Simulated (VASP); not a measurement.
Level of theory: PBEsol GGA, VASP's PBE PAW potentials (set 64) (plane waves; VASP).

VASP ran on this input.

**POSCAR**
```
ZnS
1.0
  3.6555729716   0.0000000000   0.0000000000
 -1.8277864859   3.1658187565   0.0000000000
  0.0000000000   0.0000000000   6.0118503522
Zn S
2 2
Cartesian
 -0.0000018279   2.1105468929   0.0046235452
  1.8277883136   1.0552718636   3.0105487213
 -0.0000018279   2.1105468929   2.2498203369
  1.8277883136   1.0552718636   5.2557455130
```

### KPOINTS
```
Automatic mesh
0
Gamma
7 7 4
0 0 0
```

**INCAR**
```
ALGO = Normal
EDIFF = 1E-6
EDIFFG = -0.02
ENCUT = 500
GGA = PS
IBRION = 2
ISIF = 3
ISMEAR = 0
LASPH = .True.
LCHARG = .False.
LMAXMIX = 4
LREAL = .False.
LWAVE = .False.
NELM = 100
NSW = 40
PREC = Accurate
PSTRESS = 200
SIGMA = 0.05
SYSTEM = ZnS
```

POTCAR, in this order: Zn S (PBE.64 set). Program: vasp_std.

What VASP printed:

File OSZICAR:
```
       N       E                     dE             d eps       ncg     rms          rms(c)
DAV:   1     0.235414692411E+03    0.23541E+03   -0.17265E+04  1056   0.198E+03
DAV:   2     0.549905297982E+01   -0.22992E+03   -0.22446E+03  1086   0.382E+02
DAV:   3    -0.153471631095E+02   -0.20846E+02   -0.20776E+02  1266   0.119E+02
DAV:   4    -0.158114690990E+02   -0.46431E+00   -0.46382E+00  1272   0.184E+01
DAV:   5    -0.158202711317E+02   -0.88020E-02   -0.88012E-02  1260   0.247E+00    0.126E+01
DAV:   6    -0.149391306287E+02    0.88114E+00   -0.24072E+00  1366   0.516E+01    0.934E+00
DAV:   7    -0.149788895755E+02   -0.39759E-01   -0.23825E+00  1110   0.945E+00    0.367E+00
DAV:   8    -0.149515200844E+02    0.27369E-01   -0.86905E-02  1464   0.403E+00    0.122E+00
DAV:   9    -0.149483618764E+02    0.31582E-02   -0.40909E-02  1446   0.276E+00    0.310E-01
DAV:  10    -0.149483805357E+02   -0.18659E-04   -0.12396E-03  1260   0.549E-01    0.235E-01
DAV:  11    -0.149484598725E+02   -0.79337E-04   -0.26187E-04  1642   0.248E-01    0.580E-02
DAV:  12    -0.149484725702E+02   -0.12698E-04   -0.72563E-05  1216   0.609E-02    0.281E-02
DAV:  13    -0.149484742674E+02   -0.16972E-05   -0.52755E-06  1308   0.216E-02    0.139E-02
DAV:  14    -0.149484749575E+02   -0.69006E-06   -0.90316E-07   830   0.884E-03
   1 F= -.62634898E+01 E0= -.62634898E+01  d E =-.626349E+01
       N       E                     dE             d eps       ncg     rms          rms(c)
DAV:   1    -0.249541206071E+02   -0.10006E+02   -0.12933E+02  1242   0.216E+02    0.284E+01
DAV:   2    -0.154343311950E+02    0.95198E+01   -0.73348E+01  1134   0.221E+02    0.111E+01
DAV:   3    -0.137579958367E+02    0.16763E+01   -0.87577E+00  1302   0.659E+01    0.451E+00
DAV:   4    -0.136327879684E+02    0.12521E+00   -0.25637E+00  1246   0.103E+01    0.437E+00
DAV:   5    -0.136069473339E+02    0.25841E-01   -0.42644E-02  1462   0.514E+00    0.397E+00
DAV:   6    -0.135627949271E+02    0.44152E-01   -0.19279E-01  1752   0.118E+01    0.260E+00
DAV:   7    -0.135551014454E+02    0.76935E-02   -0.88207E-02  1092   0.226E+00    0.122E+00
DAV:   8    -0.135556753171E+02   -0.57387E-03   -0.16832E-03  1224   0.380E-01    0.121E+00
DAV:   9    -0.135552453976E+02    0.42992E-03   -0.69380E-05  1238   0.618E-02    0.112E+00
DAV:  10    -0.135529916616E+02    0.22537E-02   -0.26947E-03  1138   0.295E-01    0.580E-01
DAV:  11    -0.135522167982E+02    0.77486E-03   -0.11810E-02  1518   0.104E+00    0.668E-01
DAV:  12    -0.135521646036E+02    0.52195E-04   -0.16059E-03  1110   0.311E-01    0.647E-01
DAV:  13    -0.135521596620E+02    0.49416E-05   -0.51408E-05  1348   0.202E-01    0.640E-01
DAV:  14    -0.135516844111E+02    0.47525E-03   -0.10657E-03  1110   0.211E-01    0.238E-01
DAV:  15    -0.135517096741E+02   -0.25263E-04   -0.51037E-05  1182   0.622E-02    0.247E-01
DAV:  16    -0.135517072880E+02    0.23861E-05   -0.63092E-07   902   0.147E-02    0.226E-01
DAV:  17    -0.135516779225E+02    0.29365E-04   -0.34236E-05  1408   0.723E-02    0.133E-01
DAV:  18    -0.135516707661E+02    0.71564E-05   -0.74339E-06  1212   0.184E-02    0.905E-02
DAV:  19    -0.135516670559E+02    0.37102E-05   -0.35675E-06   764   0.340E-02    0.578E-02
DAV:  20    -0.135516653901E+02    0.16659E-05   -0.42459E-06  1024   0.167E-02    0.271E-02
DAV:  21    -0.135516651371E+02    0.25301E-06   -0.45814E-07   552   0.113E-02
   2 F= -.61505567E+01 E0= -.61505567E+01  d E =0.112933E+00
       N       E                     dE             d eps       ncg     rms          rms(c)
DAV:   1    -0.174028645008E+02   -0.38512E+01   -0.42750E+01  1218   0.149E+02    0.125E+01
DAV:   2    -0.149466614754E+02    0.24562E+01   -0.84811E+00  1206   0.699E+01    0.549E+00
DAV:   3    -0.146297971261E+02    0.31686E+00   -0.52424E-01  1332   0.882E+00    0.295E+00
DAV:   4    -0.145242939768E+02    0.10550E+00   -0.12156E-01  1104   0.290E+00    0.715E-01
DAV:   5    -0.145192053273E+02    0.50886E-02   -0.10534E-02  1592   0.334E+00    0.428E-01
DAV:   6    -0.145193592909E+02   -0.15396E-03   -0.10140E-02  1208   0.115E+00    0.146E-01
DAV:   7    -0.145190943497E+02    0.26494E-03   -0.65541E-04  1456   0.350E-01    0.738E-02
DAV:   8    -0.145190790846E+02    0.15265E-04   -0.12808E-04  1272   0.294E-01    0.218E-02
DAV:   9    -0.145190842702E+02   -0.51856E-05   -0.68266E-05  1252   0.634E-02    0.897E-03
DAV:  10    -0.145190845459E+02   -0.27568E-06   -0.33089E-06  1028   0.180E-02
   3 F= -.64195496E+01 E0= -.64195496E+01  d E =-.156060E+00
       N       E                     dE             d eps       ncg     rms          rms(c)
DAV:   1    -0.145084847004E+02    0.10600E-01   -0.10600E-02  1242   0.218E+00    0.208E-01
DAV:   2    -0.145078041872E+02    0.68051E-03   -0.28629E-03  1200   0.157E+00    0.847E-02
DAV:   3    -0.145077276417E+02    0.76545E-04   -0.90829E-05  1214   0.103E-01    0.414E-02
DAV:   4    -0.145077052350E+02    0.22407E-04   -0.23895E-05  1308   0.360E-02    0.225E-02
DAV:   5    -0.145077027043E+02    0.25307E-05   -0.10058E-06   696   0.347E-02    0.793E-03
DAV:   6    -0.145077028243E+02   -0.11999E-06   -0.35029E-06   918   0.166E-02
   4 F= -.64196002E+01 E0= -.64196002E+01  d E =-.156110E+00
       N       E                     dE             d eps       ncg     rms          rms(c)
DAV:   1    -0.145080958789E+02   -0.39317E-03   -0.48606E-02  1062   0.162E+00    0.151E-01
DAV:   2    -0.145077314123E+02    0.36447E-03   -0.13937E-03  1484   0.520E-01    0.910E-02
DAV:   3    -0.145075494655E+02    0.18195E-03   -0.26733E-04  1238   0.199E-01    0.264E-02
DAV:   4    -0.145075447561E+02    0.47094E-05   -0.82479E-05  1182   0.808E-02    0.165E-02
DAV:   5    -0.145075447341E+02    0.22074E-07   -0.65151E-06  1158   0.285E-02
   5 F= -.64200448E+01 E0= -.64200448E+01  d E =-.444677E-03
       N       E                     dE             d eps       ncg     rms          rms(c)
DAV:   1    -0.145113377587E+02   -0.37930E-02   -0.43761E-01  1062   0.485E+00    0.452E-01
DAV:   2    -0.145080517858E+02    0.32860E-02   -0.12440E-02  1478   0.155E+00    0.273E-01
DAV:   3    -0.145064321825E+02    0.16196E-02   -0.24141E-03  1232   0.593E-01    0.803E-02
DAV:   4    -0.145063879279E+02    0.44255E-04   -0.73982E-04  1152   0.242E-01    0.503E-02
DAV:   5    -0.145063873567E+02    0.57115E-06   -0.60418E-05  1218   0.879E-02    0.299E-02
DAV:   6    -0.145063861971E+02    0.11597E-05   -0.84727E-06  1354   0.657E-02    0.734E-03
DAV:   7    -0.145063858841E+02    0.31297E-06   -0.20342E-06   558   0.312E-02
   6 F= -.64207981E+01 E0= -.64207981E+01  d E =-.119794E-02
```

**OUTCAR**
```
------------------------ aborting loop because EDIFF is reached ----------------------------------------
  FORCE on cell =-STRESS in cart. coord.  units (eV):
  Direction    XX          YY          ZZ          XY          YZ          ZX
  --------------------------------------------------------------------------------------
  Total        8.0702787      8.0702760      8.1318932     -0.0000000      0.0000000      0.0000000
  in kB      199.6213246    199.6212568    201.1453824     -0.0000000      0.0000000      0.0000000
  external PRESSURE =       0.1293213 kB  Pullay stress =     200.0000000 kB
  volume of cell :       64.77
      direct lattice vectors                 reciprocal lattice vectors
     3.560532259 -0.000000000 -0.000000000     0.280856885  0.162152826  0.000000000
    -1.780266130  3.083510864  0.000000000     0.000000000  0.324305652  0.000000000
     0.000000000  0.000000000  5.899725087    -0.000000000 -0.000000000  0.169499423
  FREE ENERGIE OF THE ION-ELECTRON SYSTEM (eV)
  ---------------------------------------------------
  free  energy   TOTEN  =       -14.5063858841 eV

  energy  without entropy=      -14.5063858841  energy(sigma->0) =      -14.50638588
  enthalpy is  TOTEN    =        -6.4207981076 eV   P V=        8.0855877765

 reached required accuracy - stopping structural energy minimisation
```
(Selected blocks of OUTCAR.)

CONTCAR:
```
ZnS
   1.00000000000000
     3.5605322592447504   -0.0000000000436850   -0.0000000000000000
    -1.7802661297576075    3.0835108643587290    0.0000000000000000
     0.0000000000000000    0.0000000000000000    5.8997250865275177
  Zn              S
     2     2
Direct
     0.3333330000000032    0.6666669999999968    0.0020359139072758
     0.6666669999999968    0.3333330000000032    0.5020359139072758
     0.3333330000000032    0.6666669999999968    0.3729640860927242
     0.6666669999999968    0.3333330000000032    0.8729640860927242
```

Energy and stress use the plane-wave basis of the starting cell.

The structure was generated: ZnS was put into the wurtzite type (P6_3mc), which need not be its known phase. This run relaxes it under an external pressure of 20 GPa. Symmetry was kept, so distortions that lower it aren't found.
